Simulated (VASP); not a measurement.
These are PBE GGA, VASP's PBE PAW potentials (set 64) (plane waves; VASP 6.6.1) values and carry that method's errors.

The input files of a VASP run:

File POSCAR:
```
SrO
5.160
  0.0000000000   0.5000000000   0.5000000000
  0.5000000000   0.0000000000   0.5000000000
  0.5000000000   0.5000000000   0.0000000000
Sr O
1 1
direct
  0.0000000000   0.0000000000   0.0000000000
  0.5000000000   0.5000000000   0.5000000000
```

### INCAR
```
LWAVE  =  F
SIGMA  =  0.05   # width (eV)
LREAL  =  F   # projection in real space or not
LCHARG  =  F
GGA  =  PE   # PBE
ALGO  =  Normal
EDIFF  =  1E-6
ISIF  =  2   # forces and stress, cell fixed
ISMEAR  =  0
SYSTEM  =  SrO
LASPH  =  T   # aspherical one-centre terms
ENCUT  =  800   # plane-wave cut-off (eV)
NELM  =  100
PREC  =  Accurate
LMAXMIX  =  4   # l cut-off of mixed one-centre charges
```

**KPOINTS**
```
Automatic mesh
0
Gamma
8 8 8
0 0 0
```

POTCAR, in this order: Sr_sv O_h (PBE.64 set). Program: vasp_std.

What VASP printed:

**OUTCAR**
```
 ion  position               nearest neighbor table
   1  0.000  0.000  0.000-   2 2.58   2 2.58   2 2.58   2 2.58   2 2.58   2 2.58
   2  0.500  0.500  0.500-   1 2.58   1 2.58   1 2.58   1 2.58   1 2.58   1 2.58
  LATTYP: Found a face centered cubic cell.
 ALAT       =     5.1600000000
 Subroutine PRICEL returns:
 Original cell was already a primitive cell.
 Subroutine GETGRP returns: Found 48 space group operations
The static configuration has the point symmetry O_h .
The dynamic configuration has the point symmetry O_h .
 Subroutine INISYM returns: Found 48 space group operations
 Subroutine IBZKPT returns following result:
 Found     29 irreducible k-points:

 Following reciprocal coordinates:
            Coordinates               Weight
  0.000000  0.000000  0.000000      1.000000
  0.125000  0.000000  0.000000      8.000000
  0.250000  0.000000  0.000000      8.000000
  0.375000  0.000000  0.000000      8.000000
  0.500000  0.000000  0.000000      4.000000
  0.125000  0.125000  0.000000      6.000000
  0.250000  0.125000  0.000000     24.000000
  0.375000  0.125000  0.000000     24.000000
  0.500000  0.125000  0.000000     24.000000
 -0.375000  0.125000  0.000000     24.000000
 -0.250000  0.125000  0.000000     24.000000
 -0.125000  0.125000  0.000000     12.000000
  0.250000  0.250000  0.000000      6.000000
  0.375000  0.250000  0.000000     24.000000
  0.500000  0.250000  0.000000     24.000000
 -0.375000  0.250000  0.000000     24.000000
 -0.250000  0.250000  0.000000     12.000000
  0.375000  0.375000  0.000000      6.000000
  0.500000  0.375000  0.000000     24.000000
 -0.375000  0.375000  0.000000     12.000000
  0.500000  0.500000  0.000000      3.000000
  0.375000  0.250000  0.125000     24.000000
  0.500000  0.250000  0.125000     48.000000
 -0.375000  0.250000  0.125000     24.000000
...
```

### OSZICAR
```
       N       E                     dE             d eps       ncg     rms          rms(c)
DAV:   1     0.110562800535E+03    0.11056E+03   -0.11068E+04   696   0.182E+03
DAV:   2    -0.510209509233E+01   -0.11566E+03   -0.10580E+03   984   0.301E+02
DAV:   3    -0.139411055484E+02   -0.88390E+01   -0.87144E+01   908   0.763E+01
DAV:   4    -0.142247812735E+02   -0.28368E+00   -0.28340E+00   968   0.127E+01
DAV:   5    -0.142286786067E+02   -0.38973E-02   -0.38969E-02   872   0.163E+00    0.166E+01
DAV:   6    -0.121518770056E+02    0.20768E+01   -0.10155E+01   832   0.234E+01    0.205E+01
DAV:   7    -0.120606316828E+02    0.91245E-01   -0.71398E-01   916   0.741E+00    0.113E+01
DAV:   8    -0.120509075302E+02    0.97242E-02   -0.14867E-01   764   0.443E+00    0.156E+00
DAV:   9    -0.120515738685E+02   -0.66634E-03   -0.14998E-02  1024   0.109E+00    0.259E-01
DAV:  10    -0.120521227326E+02   -0.54886E-03   -0.12768E-03   756   0.351E-01    0.771E-02
DAV:  11    -0.120523652018E+02   -0.24247E-03   -0.23610E-04   772   0.141E-01    0.791E-02
DAV:  12    -0.120523705187E+02   -0.53169E-05   -0.10563E-05   996   0.265E-02    0.161E-02
DAV:  13    -0.120523715898E+02   -0.10711E-05   -0.22872E-06   744   0.137E-02    0.110E-02
DAV:  14    -0.120523715856E+02    0.42521E-08   -0.97493E-08   448   0.354E-03
   1 F= -.12052372E+02 E0= -.12052372E+02  d E =-.623058E-19
```

OUTCAR:
```
------------------------ aborting loop because EDIFF is reached ----------------------------------------
  FORCE on cell =-STRESS in cart. coord.  units (eV):
  Direction    XX          YY          ZZ          XY          YZ          ZX
  --------------------------------------------------------------------------------------
  Total        0.1546518      0.1546518      0.1546518     -0.0000000     -0.0000000     -0.0000000
  in kB        7.2140067      7.2140067      7.2140067     -0.0000000     -0.0000000     -0.0000000
  external PRESSURE =       7.2140067 kB  Pullay stress =       0.0000000 kB
  volume of cell :       34.35
      direct lattice vectors                 reciprocal lattice vectors
     0.000000000  2.580000000  2.580000000    -0.193798450  0.193798450  0.193798450
     2.580000000  0.000000000  2.580000000     0.193798450 -0.193798450  0.193798450
     2.580000000  2.580000000  0.000000000     0.193798450  0.193798450 -0.193798450
  FREE ENERGIE OF THE ION-ELECTRON SYSTEM (eV)
  ---------------------------------------------------
  free  energy   TOTEN  =       -12.0523715856 eV

  energy  without entropy=      -12.0523715856  energy(sigma->0) =      -12.05237159
```
(Selected blocks of OUTCAR.)

OUTCAR:
```
 val. band max:        1.8354942228   @ k =   0.0000   0.0000   0.0000

 cond. band min:       5.1101659215   @ k =   0.5000   0.5000   0.0000


 Fermi energy:         2.1334625787

 k-point     1 :       0.0000    0.0000    0.0000
  band No.  band energies     occupation
      1     -30.5872      2.00000
      2     -13.2456      2.00000
      3     -12.2361      2.00000
      4     -12.2361      2.00000
      5     -12.2361      2.00000
      6       1.8355      2.00000
      7       1.8355      2.00000
      8       1.8355      2.00000
      9       5.7462      0.00000
     10       8.0265      0.00000
     11       8.0265      0.00000
     12       8.0265      0.00000

 k-point     2 :       0.1250    0.0000    0.0000
  band No.  band energies     occupation
      1     -30.5682      2.00000
      2     -13.6127      2.00000
      3     -12.2480      2.00000
      4     -12.2480      2.00000
      5     -11.9161      2.00000
      6       1.3879      2.00000
      7       1.6429      2.00000
      8       1.6430      2.00000
      9       6.4399      0.00000
     10       7.8785      0.00000
     11       8.3284      0.00000
     12       8.3284      0.00000

 k-point     3 :       0.2500    0.0000    0.0000
  band No.  band energies     occupation
      1     -30.5218      2.00000
      2     -14.1769      2.00000
      3     -12.2764      2.00000
      4     -12.2764      2.00000
      5     -11.4662      2.00000
      6       0.5707      2.00000
      7       1.2258      2.00000
      8       1.2258      2.00000
      9       7.7852      0.00000
     10       7.9942      0.00000
     11       9.1471      0.00000
     12       9.1471      0.00000

 k-point     4 :       0.3750    0.0000    0.0000
  band No.  band energies     occupation
      1     -30.4749      2.00000
      2     -14.5959      2.00000
      3     -12.3043      2.00000
      4     -12.3043      2.00000
      5     -11.1616      2.00000
      6      -0.0737      2.00000
...
```

The compound is SrO in the rock salt structure. The cell was not relaxed at this level. The run is one of a series of settings (ENCUT = 800, POTCAR Sr_sv O_h (PBE.64 set) against the base run), some of them coarse on purpose.
